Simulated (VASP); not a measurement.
Level of theory: LDA (Ceperley-Alder, Perdew-Zunger), VASP's LDA PAW potentials (set 64) (plane waves; VASP 6.6.1).

VASP ran on this input.

KPOINTS:
```
Automatic mesh
0
Gamma
10 10 10
0 0 0
```

**INCAR**
```
# general
SYSTEM=Li
PREC  =Accurate
ENCUT =400
LREAL =F
LASPH =T

# electronic loop
EDIFF =1E-6
NELM  =100
ALGO  =Normal

# smearing
ISMEAR=0
SIGMA =0.2

# ions
ISIF  =2

# output
LWAVE =F
LCHARG=F
```

### POSCAR
```
Li
1.0
  1.5090100000   0.8712270000   7.3095840000
 -1.5090100000   0.8712270000   7.3095840000
  0.0000000000  -1.7424550000   7.3095840000
Li
3
Cartesian
 -0.0000000000  -0.0000007770  17.0392981666
 -0.0000000000  -0.0000002230   4.8894538334
  0.0000000000   0.0000000000   0.0000000000
```

POTCAR, in this order: Li_sv (LDA.64 set). Program: vasp_std.

The run wrote:

File OSZICAR:
```
       N       E                     dE             d eps       ncg     rms          rms(c)
DAV:   1     0.812552171545E+01    0.81255E+01   -0.35522E+03  1856   0.849E+02
DAV:   2    -0.324626871302E+01   -0.11372E+02   -0.11201E+02  2464   0.967E+01
DAV:   3    -0.604257508311E+01   -0.27963E+01   -0.27844E+01  3184   0.474E+01
DAV:   4    -0.617603055649E+01   -0.13346E+00   -0.13330E+00  2416   0.986E+00
DAV:   5    -0.617925077926E+01   -0.32202E-02   -0.32202E-02  3008   0.144E+00    0.793E-01
DAV:   6    -0.617038262511E+01    0.88682E-02   -0.10938E-02  3096   0.493E-01    0.436E-01
DAV:   7    -0.616678232206E+01    0.36003E-02   -0.28330E-03  3432   0.402E-01    0.998E-02
DAV:   8    -0.616655601910E+01    0.22630E-03   -0.60659E-04  2920   0.203E-01    0.261E-02
DAV:   9    -0.616656856801E+01   -0.12549E-04   -0.14496E-04  2840   0.920E-02    0.919E-03
DAV:  10    -0.616656832247E+01    0.24554E-06   -0.19533E-06  2392   0.115E-02
   1 F= -.61665683E+01 E0= -.61517350E+01  d E =-.296667E-01
```

File OUTCAR:
```
------------------------ aborting loop because EDIFF is reached ----------------------------------------
  FORCE on cell =-STRESS in cart. coord.  units (eV):
  Direction    XX          YY          ZZ          XY          YZ          ZX
  --------------------------------------------------------------------------------------
  Total       -1.4861222     -1.4861222     -1.5128063      0.0000000      0.0000001      0.0000000
  in kB      -41.2950104    -41.2950108    -42.0364851      0.0000000      0.0000019      0.0000000
  external PRESSURE =     -41.5421688 kB  Pullay stress =       0.0000000 kB
  volume of cell :       57.66
      direct lattice vectors                 reciprocal lattice vectors
     1.509010000  0.871227000  7.309584000     0.331343066  0.191301008  0.045602239
    -1.509010000  0.871227000  7.309584000    -0.331343066  0.191301008  0.045602239
     0.000000000 -1.742455000  7.309584000     0.000000000 -0.382602015  0.045602213
 POSITION                                       TOTAL-FORCE (eV/Angst)
 -----------------------------------------------------------------------------------
      0.00000     -0.00000     17.03930         0.000000     -0.000000      0.028668
      0.00000     -0.00000      4.88945         0.000000      0.000000     -0.028668
      0.00000      0.00000      0.00000         0.000000     -0.000000      0.000000
 -----------------------------------------------------------------------------------
    total drift:                               -0.000000      0.000000      0.000000
  FREE ENERGIE OF THE ION-ELECTRON SYSTEM (eV)
  ---------------------------------------------------
  free  energy   TOTEN  =        -6.1665683225 eV

  energy  without entropy=       -6.1369016603  energy(sigma->0) =       -6.15173499
```
(Selected blocks of OUTCAR.)

At this cut-off the stress carries a Pulay error, which pulls relaxed volumes low.

The structure comes from a computed database's Li entry (R-3m); how it stands against other phases isn't given here. The cell was not relaxed at this level.
